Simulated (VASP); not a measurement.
## A VASP study of V3Sb2 (LDA): structure first, properties next

Wanted: the relaxed cell of V3Sb2 and its properties. The steps: relaxing cell and atoms (LDA), second relaxation, density, ELF and potential (LDA), band structure (LDA), total and projected DOS (LDA), vibrations at Γ (LDA), volume scan with LDA, fit for LDA, total energy, forces and stress (LDA) with a changed input and bands along the symmetry lines (LDA) with a changed input. The start is a computed cell from the Materials Project.

Main program and level: VASP 6.6.1; LDA, spin-polarised from a ferromagnetic start; plane waves and PAW (V_sv, Sb).

## 1. Starting point

Before any relaxation, the start is as follows. It takes space group R-3m (No. 166, trigonal). Conventional cell: a = 5.505 Å, b = 5.505 Å, c = 20.327 Å, α = 90.00°, β = 90.00°, γ = 120.00°. Nearest to V lie 6 V at 2.62 to 2.89 Å and 5 Sb at 2.75 to 2.83 Å. Nearest to Sb lie 9 V at 2.75 to 2.83 Å. Nearest to Sb lie 6 V at 2.75 to 2.77 Å. Farther neighbours are not listed.

## 2. Relaxing cell and atoms (LDA)

The start need not lie at this functional's minimum. ISIF = 3 frees volume, shape and positions, and EDIFFG sets the threshold on forces and stress at which the search stops. LDA, the lowest rung, knows the local density alone.

INCAR reads:

```
SYSTEM = V3Sb2
PREC = Accurate
ENCUT = 400
EDIFF = 1E-06
NELM = 100
ISMEAR = 1
SIGMA = 0.2
LREAL = .FALSE.
ALGO = Normal
GGA = CA
NBANDS = 72
ISPIN = 2
MAGMOM = 2 2 2 2 2 2 0 0 0 0
LASPH = .TRUE.
LMAXMIX = 4
LORBIT = 11
LWAVE = .FALSE.
LCHARG = .FALSE.
KPAR = 8
IBRION = 2
NSW = 60
ISIF = 3
EDIFFG = -0.01
```

POSCAR reads:

```
V3Sb2
1.0
   -5.5050852418      0.0000000000      0.0000000000
    2.7525426209     -4.7675436695      0.0000000000
    2.7525426209      1.5891812232      6.7757537157
V Sb
6 4
Direct
    0.7303196100      0.6028366100      0.3331562200
    0.7303196100      0.1274830000      0.3331562200
    0.2056732200      0.6028366100      0.3331562200
    0.7943267800      0.3971633900      0.6668437800
    0.2696803900      0.3971633900      0.6668437800
    0.2696803900      0.8725170000      0.6668437800
    0.2194911200      0.1097455600      0.3292366800
    0.7805088800      0.8902544400      0.6707633200
    0.6622321400      0.3311160700      0.9933482100
    0.3377678600      0.6688839300      0.0066517900
```

KPOINTS reads:

```
Automatic mesh
0
Gamma
6 6 6
0 0 0
```

Potentials, in the order of the species: V_sv and Sb (LDA family, release 64).

The run is started by

```
$ mpirun -np 8 vasp_std
```

The program printed:

```text
[banner, memory and clock lines left out]
running    8 mpi-ranks, on    1 nodes
 distrk:  each k-point on    1 cores,    8 groups
 distr:  one band on    1 cores,    1 groups

 POSCAR found type information on POSCAR V Sb
 POSCAR found :  2 types and      10 ions
|                                                                             |
|           W    W    AA    RRRRR   N    N  II  N    N   GGGG   !!!           |
|           W    W   A  A   R    R  NN   N  II  NN   N  G    G  !!!           |
|           W    W  A    A  R    R  N N  N  II  N N  N  G       !!!           |
|           W WW W  AAAAAA  RRRRR   N  N N  II  N  N N  G  GGG   !            |
|           WW  WW  A    A  R   R   N   NN  II  N   NN  G    G                |
|           W    W  A    A  R    R  N    N  II  N    N   GGGG   !!!           |
|                                                                             |
|     For optimal performance we recommend to set                             |
|       NCORE = 2 up to number-of-cores-per-socket                            |
|     NCORE specifies how many cores store one orbital (NPAR=cpu/NCORE).      |
|     This setting can greatly improve the performance of VASP for DFT.       |
|     The default, NCORE=1 might be grossly inefficient on modern             |
|     multi-core architectures or massively parallel machines. Do your        |
|     Unfortunately you need to use the default for GW and RPA                |
|     calculations (for HF NCORE is supported but not extensively tested      |
|     yet).                                                                   |
|                                                                             |

 LDA part: xc-table for (Slater(with rela. corr.)+CA(PZ))
 , standard interpolation
 POSCAR, INCAR and KPOINTS ok, starting setup
 FFT: planning ... GRIDC
 FFT: planning ... GRID_SOFT
 FFT: planning ... GRID
 WAVECAR not read
 entering main loop
       N       E                     dE             d eps       ncg     rms          rms(c)
DAV:   1     0.119433418676E+04    0.11943E+04   -0.46528E+04 10168   0.114E+03
DAV:   2    -0.139185914481E+02   -0.12083E+04   -0.11592E+04  9760   0.421E+02
DAV:   3    -0.834008250656E+02   -0.69482E+02   -0.66254E+02 11176   0.110E+02
DAV:   4    -0.854276664429E+02   -0.20268E+01   -0.20149E+01 10808   0.182E+01
DAV:   5    -0.854579177949E+02   -0.30251E-01   -0.30242E-01 10720   0.256E+00    0.469E+01
DAV:   6    -0.811836053160E+02    0.42743E+01   -0.44966E+01 10360   0.341E+01    0.117E+01
DAV:   7    -0.808190265453E+02    0.36458E+00   -0.70990E+00 10272   0.147E+01    0.109E+01
DAV:   8    -0.806029352486E+02    0.21609E+00   -0.12339E+00 10432   0.557E+00    0.292E+00
DAV:   9    -0.805843419512E+02    0.18593E-01   -0.13022E-01 11024   0.139E+00    0.953E-01
DAV:  10    -0.805819946020E+02    0.23473E-02   -0.17857E-02 10208   0.756E-01    0.465E-01
DAV:  11    -0.805821074198E+02   -0.11282E-03   -0.13010E-03 10904   0.167E-01    0.145E-01
DAV:  12    -0.805821268207E+02   -0.19401E-04   -0.27708E-04 10632   0.711E-02    0.639E-02
DAV:  13    -0.805821666453E+02   -0.39825E-04   -0.47556E-05 10136   0.295E-02    0.263E-02
DAV:  14    -0.805821750792E+02   -0.84339E-05   -0.53923E-06  9048   0.991E-03    0.122E-02
DAV:  15    -0.805821760150E+02   -0.93585E-06   -0.11637E-06  6568   0.571E-03
   1 F= -.80582176E+02 E0= -.80572889E+02  d E =-.805822E+02  mag=     0.0025
 curvature:   0.00 expect dE= 0.000E+00 dE for cont linesearch  0.000E+00
 trial: gam= 0.00000 g(F)=  0.172E-01 g(S)=  0.109E+01 ort = 0.000E+00 (trialstep = 0.100E+01)
 search vector abs. value=  0.111E+01
 bond charge predicted
       N       E                     dE             d eps       ncg     rms          rms(c)
DAV:   1    -0.104433742911E+03   -0.23852E+02   -0.47888E+02  9872   0.140E+02    0.563E+01
DAV:   2    -0.842578352455E+02    0.20176E+02   -0.12569E+02 10056   0.680E+01    0.175E+01
DAV:   3    -0.809703311338E+02    0.32875E+01   -0.10633E+01  9824   0.216E+01    0.689E+00
DAV:   4    -0.803832353991E+02    0.58710E+00   -0.26549E+00 10320   0.825E+00    0.485E+00
DAV:   5    -0.803485292547E+02    0.34706E-01   -0.71677E-02 10576   0.144E+00    0.308E+00
DAV:   6    -0.803320267451E+02    0.16503E-01   -0.34563E-02 10336   0.792E-01    0.400E-01
DAV:   7    -0.803317336463E+02    0.29310E-03   -0.23927E-03  9824   0.234E-01    0.172E-01
DAV:   8    -0.803317308705E+02    0.27758E-05   -0.11195E-04 10288   0.451E-02    0.603E-02
DAV:   9    -0.803317224933E+02    0.83772E-05   -0.17508E-05 10600   0.261E-02    0.273E-02
DAV:  10    -0.803317221184E+02    0.37492E-06   -0.14515E-06  7280   0.658E-03
   2 F= -.80331722E+02 E0= -.80321774E+02  d E =0.250454E+00  mag=     0.0000
[... from here on, the cycles between the ionic steps are left out ...]
   3 F= -.80829347E+02 E0= -.80819699E+02  d E =-.247171E+00  mag=     0.0000
   4 F= -.80829440E+02 E0= -.80819789E+02  d E =-.247264E+00  mag=    -0.0000
   5 F= -.80833643E+02 E0= -.80824323E+02  d E =-.420395E-02  mag=     0.0000
   6 F= -.80833993E+02 E0= -.80824809E+02  d E =-.455350E-02  mag=    -0.0000
   7 F= -.80833993E+02 E0= -.80824819E+02  d E =-.455349E-02  mag=     0.0000
   8 F= -.80834248E+02 E0= -.80825100E+02  d E =-.255119E-03  mag=    -0.0000
   9 F= -.80834257E+02 E0= -.80825112E+02  d E =-.263797E-03  mag=     0.0000
  10 F= -.80834260E+02 E0= -.80825123E+02  d E =-.267415E-03  mag=    -0.0000
  11 F= -.80834289E+02 E0= -.80825179E+02  d E =-.285131E-04  mag=     0.0000
  12 F= -.80834295E+02 E0= -.80825177E+02  d E =-.349183E-04  mag=     0.0000
 curvature:  -0.50 expect dE=-0.517E-04 dE for cont linesearch -0.816E-07
 trial: gam= 0.73314 g(F)=  0.283E-04 g(S)=  0.751E-04 ort = 0.499E-05 (trialstep = 0.771E+00)
 search vector abs. value=  0.193E-03
 bond charge predicted
       N       E                     dE             d eps       ncg     rms          rms(c)
DAV:   1    -0.808342714310E+02    0.24025E-04   -0.17390E-02 11776   0.152E+00    0.858E-02
DAV:   2    -0.808343914264E+02   -0.12000E-03   -0.25754E-03  9456   0.288E-01    0.484E-02
DAV:   3    -0.808343710999E+02    0.20326E-04   -0.95212E-05  9632   0.606E-02    0.223E-02
DAV:   4    -0.808343632642E+02    0.78356E-05   -0.19874E-05 10240   0.243E-02    0.808E-03
DAV:   5    -0.808343631499E+02    0.11438E-06   -0.12591E-06  5360   0.658E-03
  13 F= -.80834363E+02 E0= -.80825286E+02  d E =-.677819E-04  mag=    -0.0000
 trial-energy change:   -0.000068  1 .order   -0.000066   -0.000082   -0.000049
 step:   1.9009(harm=  1.9009)  dis= 0.00211  next Energy=   -80.834397 (dE=-0.102E-03)
 reached required accuracy - stopping structural energy minimisation
```

Run time: 5.8 min. Hardware: 8 MPI ranks of AMD EPYC 9R45, shared host; peak memory 4.1 GiB; 46 min of CPU time.

The logs omit lines about the potential files and the build; timing stands in the text.

OUTCAR, selected parts (step 2):

```text
ion  position               nearest neighbor table
   1  0.730  0.603  0.333-   3 2.62   2 2.62   6 2.72   4 2.72   7 2.75   7 2.75   9 2.75  10 2.77
                             8 2.83   3 2.89   2 2.89
   2  0.730  0.127  0.333-   1 2.62   3 2.62   5 2.72   4 2.72   7 2.75   7 2.75   9 2.75  10 2.77
                             8 2.83   1 2.89   3 2.89
   3  0.206  0.603  0.333-   1 2.62   2 2.62   6 2.72   5 2.72   7 2.75   7 2.75   9 2.75  10 2.77
                             8 2.83   1 2.89   2 2.89
   4  0.794  0.397  0.667-   5 2.62   6 2.62   2 2.72   1 2.72   8 2.75   8 2.75  10 2.75   9 2.77
                             7 2.83   5 2.89   6 2.89
   5  0.270  0.397  0.667-   4 2.62   6 2.62   2 2.72   3 2.72   8 2.75   8 2.75  10 2.75   9 2.77
                             7 2.83   4 2.89   6 2.89
   6  0.270  0.873  0.667-   4 2.62   5 2.62   1 2.72   3 2.72   8 2.75   8 2.75  10 2.75   9 2.77
                             7 2.83   4 2.89   5 2.89
   7  0.219  0.110  0.329-   2 2.75   2 2.75   3 2.75   1 2.75   1 2.75   3 2.75   4 2.83   5 2.83
                             6 2.83
   8  0.781  0.890  0.671-   6 2.75   6 2.75   4 2.75   5 2.75   5 2.75   4 2.75   3 2.83   1 2.83
                             2 2.83
   9  0.662  0.331  0.993-   1 2.75   3 2.75   2 2.75   4 2.77   5 2.77   6 2.77  10 3.18  10 3.18
                            10 3.18
  10  0.338  0.669  0.007-   5 2.75   4 2.75   6 2.75   3 2.77   1 2.77   2 2.77   9 3.18   9 3.18
                             9 3.18

  LATTYP: Found a trigonal (rhomboedric) cell.
 ALAT       =     7.4841717148
 COS(alpha) =     0.7294730016

 Subroutine GETGRP returns: Found 12 space group operations
 (whereof 12 operations were pure point group operations)

The static configuration has the point symmetry D_3d.

 Found     32 irreducible k-points:

   k-points           NKPTS =     32   k-points in BZ     NKDIM =     32   number of bands    NBANDS=     72

   dimension x,y,z NGX =    36 NGY =   36 NGZ =   50
   dimension x,y,z NGXF=    72 NGYF=   72 NGZF=  100

   ENCUT  =  400.0 eV  29.40 Ry    5.42 a.u.   8.98  8.98 12.20*2*pi/ulx,y,z

   NELECT =      98.0000    total number of electrons

 k-points in reciprocal lattice and weights: Automatic mesh
   0.00000000  0.00000000  0.00000000       0.005
   0.16666667  0.00000000  0.00000000       0.028
   0.33333333  0.00000000  0.00000000       0.028
   0.50000000  0.00000000  0.00000000       0.014
   0.00000000  0.16666667 -0.00000000       0.028
   0.16666667  0.16666667  0.00000000       0.056
   0.33333333  0.16666667  0.00000000       0.056
   0.00000000  0.33333333 -0.00000000       0.028
   0.16666667  0.33333333  0.00000000       0.056
[...]
0.16666667  0.16666667  0.33333333       0.028
   0.00000000  0.00000000  0.50000000       0.005

 average (electrostatic) potential at core
       1 -69.8956       2 -69.8956       3 -69.8956       4 -69.8956       5 -69.8956
       6 -69.8956       7 -82.7695       8 -82.7695       9 -83.0700      10 -83.0700

 E-fermi :  10.4714

 spin component 1
 k-point     1 :       0.0000    0.0000    0.0000
  band No.  band energies     occupation
    ...
     45       9.2427      1.00000
     46       9.3862      1.00000
     47       9.7290      1.00000
     48       9.7290      1.00000
     49       9.9139      1.00029
     50      10.9770     -0.00102
     51      11.5172     -0.00000
     52      11.5172     -0.00000
     53      11.6694     -0.00000
     54      11.6694     -0.00000
    ...

 k-point     2 :       0.1667    0.0000    0.0000
  band No.  band energies     occupation
    ...
     45       9.2503      1.00000
     46       9.2846      1.00000
     47       9.7916      1.00001
     48       9.9154      1.00030
     49      10.3027      1.00033
     50      10.8928     -0.00557
     51      11.2957     -0.00000
     52      11.4962     -0.00000
     53      11.5972     -0.00000
     54      11.6942     -0.00000
    ...

 k-point     3 :       0.3333    0.0000    0.0000
  band No.  band energies     occupation
    ...
     44       9.2748      1.00000
     45       9.6157      1.00000
     46       9.8689      1.00009
     47       9.8790      1.00012
     48      10.1283      1.01788
     49      10.5503      0.19312
     50      10.5815      0.10326
     51      10.9464     -0.00199
     52      11.2391     -0.00000
     53      11.6198     -0.00000
    ...

 k-point     4 :       0.5000    0.0000    0.0000
  band No.  band energies     occupation
    ...
     45       9.6725      1.00000
     46       9.8648      1.00008
     47       9.9951      1.00194
     48      10.3014      1.00168
     49      10.4419      0.62299
     50      10.6228      0.02168
     51      10.6684     -0.02351
     52      11.0063     -0.00051
     53      11.4629     -0.00000
     54      11.5485     -0.00000
    ...

 k-point     5 :       0.0000    0.1667   -0.0000
  band No.  band energies     occupation
    ...
     45       9.3315      1.00000
     46       9.3581      1.00000
     47       9.8285      1.00003
     48       9.8631      1.00007
     49      10.2836      1.01755
     50      10.9035     -0.00460
     51      11.3894     -0.00000
     52      11.4636     -0.00000
     53      11.5620     -0.00000
     54      11.6240     -0.00000
    ...

 k-point     6 :       0.1667    0.1667    0.0000
  band No.  band energies     occupation
    ...
     44       9.2969      1.00000
     45       9.4384      1.00000
     46       9.5808      1.00000
     47       9.9046      1.00023
     48      10.1021      1.01271
     49      10.4951      0.40039
     50      10.6878     -0.03170
     51      11.1239     -0.00002
     52      11.4097     -0.00000
     53      11.4524     -0.00000
    ...

  Total        0.0202101      0.0202101      0.0665920      0.0000000      0.0000000      0.0000000
  in kB        0.1924572      0.1924572      0.6341437      0.0000000      0.0000000      0.0000000
  external PRESSURE =       0.3396860 kB  Pullay stress =       0.0000000 kB

  energy-cutoff  :      400.00
  volume of cell :      168.25
      direct lattice vectors                 reciprocal lattice vectors
    -5.398800990 -0.000000000 -0.000000000    -0.185226313 -0.106940461  0.100020462
     2.699400495 -4.675498808  0.000000000     0.000000000 -0.213880923  0.050010231
     2.699400495  1.558499603  6.665302792    -0.000000000  0.000000000  0.150030693

 POSITION                                       TOTAL-FORCE (eV/Angst)
 -----------------------------------------------------------------------------------
     -1.42182     -2.29611      2.20975        -0.003141      0.001814     -0.000449
     -2.69940     -0.08328      2.20975        -0.000000     -0.003627     -0.000449
      1.42182     -2.29611      2.20975         0.003141      0.001814     -0.000449
     -1.42182     -0.82089      4.45555        -0.003141     -0.001814      0.000449
      1.42182     -0.82089      4.45555         0.003141     -0.001814      0.000449
      2.69940     -3.03372      4.45555        -0.000000      0.003627      0.000449
     -0.00000      0.00000      2.19525         0.000000      0.000000      0.009115
     -0.00000     -3.11700      4.47005        -0.000000     -0.000000     -0.009115
      0.00000      0.00000      6.61718        -0.000000     -0.000000     -0.002434
     -0.00000     -3.11700      0.04813        -0.000000      0.000000      0.002434
 -----------------------------------------------------------------------------------
    total drift:                                0.000000     -0.000000      0.000000

  FREE ENERGIE OF THE ION-ELECTRON SYSTEM (eV)
  ---------------------------------------------------
  free  energy   TOTEN  =       -80.8343631499 eV

  energy  without entropy=      -80.8071307600  energy(sigma->0) =      -80.82528569

 reached required accuracy - stopping structural energy minimisation

 total charge
# of ion       s       p       d       tot
------------------------------------------
    1        2.279   6.212   3.221  11.712
    2        2.279   6.212   3.221  11.712
    3        2.279   6.212   3.221  11.712
    4        2.279   6.212   3.221  11.712
    5        2.279   6.212   3.221  11.712
    6        2.279   6.212   3.221  11.712
    7        1.098   1.436   0.087   2.621
    8        1.098   1.436   0.087   2.621
    9        1.130   1.368   0.074   2.573
   10        1.130   1.368   0.074   2.573
--------------------------------------------------
tot         18.130  42.877  19.650  80.658

 magnetization (x)
# of ion       s       p       d       tot
------------------------------------------
    1        0.000   0.000  -0.000  -0.000
    2        0.000   0.000  -0.000  -0.000
    3        0.000   0.000  -0.000  -0.000
    4        0.000   0.000  -0.000  -0.000
    5        0.000   0.000  -0.000  -0.000
    6        0.000   0.000  -0.000  -0.000
    7       -0.000  -0.000  -0.000  -0.000
    8       -0.000  -0.000  -0.000  -0.000
    9       -0.000  -0.000  -0.000  -0.000
   10       -0.000  -0.000  -0.000  -0.000
--------------------------------------------------
tot          0.000  -0.000  -0.000  -0.000

[... 1 further part left out ...]
```

CONTCAR:

```
V3Sb2
   1.00000000000000
    -5.3988009901598213   -0.0000000000000000   -0.0000000000000000
     2.6994004950799106   -4.6754988075514596    0.0000000000003828
     2.6994004950799106    1.5584996025492996    6.6653027918422803
  V               Sb
     6     4
Direct
     0.7299257438779825    0.6016045547890104    0.3315302986669915
     0.7299257438779810    0.1283211890889633    0.3315302986669917
     0.2032091095780265    0.6016045547890104    0.3315302986669915
     0.7967908904219736    0.3983954452109896    0.6684697013330086
     0.2700742561220175    0.3983954452109896    0.6684697013330086
     0.2700742561220190    0.8716788109110367    0.6684697013330084
     0.2195697717833855    0.1097848858916930    0.3293546576750779
     0.7804302282166147    0.8902151141083070    0.6706453423249221
     0.6618531399829464    0.3309265699914732    0.9927797099744197
     0.3381468600170535    0.6690734300085267    0.0072202900255803
```

The moments of this start collapse, so this run ends in a non-magnetic state; other starts or orders were not tried. The run keeps the 12 symmetry operations of its start, so it cannot find a distortion of lower symmetry.

Step by step:

| step | energy less that of the first step (eV) | largest force (eV/Å) | pressure (GPa) | volume (Å³) |
| --- | --- | --- | --- | --- |
| 1 | 0.0000 | 0.2467 | -7.82 | 177.83 |
| 2 | 0.2505 | 0.6858 | 14.05 | 156.42 |
| 3 | -0.2472 | 0.1364 | -0.08 | 168.53 |
| 4 | -0.2473 | 0.1378 | 0.02 | 168.35 |
| 5 | -0.2515 | 0.0492 | 0.02 | 168.26 |
| 6 | -0.2518 | 0.0161 | 0.00 | 168.22 |
| 7 | -0.2518 | 0.0186 | 0.02 | 168.22 |
| 8 | -0.2521 | 0.0158 | -0.04 | 168.27 |
| 9 | -0.2521 | 0.0154 | -0.03 | 168.28 |
| 10 | -0.2521 | 0.0146 | -0.05 | 168.29 |
| 11 | -0.2521 | 0.0062 | 0.11 | 168.18 |
| 12 | -0.2521 | 0.0087 | 0.05 | 168.21 |
| 13 | -0.2522 | 0.0091 | 0.03 | 168.25 |

| conventional cell, symmetrised | before | after | change |
| --- | --- | --- | --- |
| a (Å) | 5.505 | 5.399 | -1.9 % |
| b (Å) | 5.505 | 5.399 | -1.9 % |
| c (Å) | 20.327 | 19.996 | -1.6 % |
| volume (Å³/atom) | 17.78 | 16.82 | -5.4 % |

The atoms that moved most (Å, as changes of fractional coordinates times the final cell):

| atom | dx | dy | dz | length |
| --- | --- | --- | --- | --- |
| V1 | -0.006 | 0.003 | -0.011 | 0.013 |
| V5 | 0.006 | -0.003 | 0.011 | 0.013 |
| V2 | 0.000 | -0.006 | -0.011 | 0.013 |
| V6 | 0.000 | 0.006 | 0.011 | 0.013 |
| V3 | 0.006 | 0.003 | -0.011 | 0.013 |
| V4 | -0.006 | -0.003 | 0.011 | 0.013 |

The relaxed structure:

```cif
data_structure
_symmetry_space_group_name_H-M 'P 1'
_symmetry_Int_Tables_number 1
_cell_length_a 5.3988
_cell_length_b 5.3988
_cell_length_c 7.3581
_cell_angle_alpha 90.000
_cell_angle_beta 111.522
_cell_angle_gamma 120.000
_cell_volume 168.25
loop_
_atom_site_label
_atom_site_type_symbol
_atom_site_fract_x
_atom_site_fract_y
_atom_site_fract_z
_atom_site_occupancy
V1 V 0.72993 0.60160 0.33153 1
V2 V 0.72993 0.12832 0.33153 1
V3 V 0.20321 0.60160 0.33153 1
V4 V 0.79679 0.39840 0.66847 1
V5 V 0.27007 0.39840 0.66847 1
V6 V 0.27007 0.87168 0.66847 1
Sb7 Sb 0.21957 0.10978 0.32935 1
Sb8 Sb 0.78043 0.89022 0.67065 1
Sb9 Sb 0.66185 0.33093 0.99278 1
Sb10 Sb 0.33815 0.66907 0.00722 1
```

This step gave:

| Quantity | Value |
| --- | --- |
| electrons | 98 |
| bands | 72 |
| irreducible k-points | 32 |
| symmetry operations | 12 |
| free energy (TOTEN) | -80.8344 eV |
| energy at zero smearing | -80.8253 eV |
| Fermi energy | 10.47 eV |
| pressure | 0.03397 GPa |
| metallic, judged on the points sampled | yes |
| SCF cycles over all ionic steps | 86 |

The spin moment in the PAW sphere vanishes on all atoms.

It ends with a largest force of 0.009 eV/Å and a pressure of 0.03 GPa.

(Part 1 of 8 ends here.)

[Lines on the potential files, build, host, timing and source positions are cut from VASP's logs without a mark.]

[Logs are printed without paths, hosts, clocks, repeated set-up lines and the standing remarks that a program may print on its own settings, such as how far it seeks lower states.]

[Hosts, paths, dates, database ids (printed as entryN), source tags and the programs' standing remarks are cut or masked in the printed files.]

[A measured line is paired with the nearest computed mode of its activity, which favours agreement.]

[In band tables of VASP the shares of atoms and orbitals are scaled to a sum of 1 inside the atoms' spheres.]
